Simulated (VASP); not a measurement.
Given:

In has the tetragonal space group I4/mmm (No. 139), Pearson symbol tI2. Cell: a = 3.2368 Å, b = 3.2368 Å, c = 5.0091 Å, α = 90.00°, β = 90.00°, γ = 90.00°. In on 2a is surrounded by 12 In at 3.237–3.393 Å (cuboctahedral). (Neighbours: up to the widest gap in distance over summed covalent radii, below 1.35, at either atom.)
(The calculation used a cell of 1 atom; values per cell refer to that cell.)

All values below come from r2SCAN meta-GGA, VASP's PBE PAW potentials (set 64) (plane waves; VASP). Run with 480 eV cut-off, 14×14×14 Γ-centred mesh, first-order Methfessel-Paxton smearing of 0.10 eV, potentials In_d.

Each relaxation starts from this cell; other phases were not tried.

Q: The cell is relaxed at 1 GPa. What happens?

A: The volume per atom goes from 26.24 to 25.70 Å³ (-2.1 %), and the cell becomes a = 3.215 Å, b = 3.215 Å, c = 4.974 Å, α = 90.00°, β = 90.00°, γ = 90.00°, space group I4/mmm.

Failed runs are left out, and for metals the shear rows, which the mesh's noise covers.

The compound is In in the bct structure.
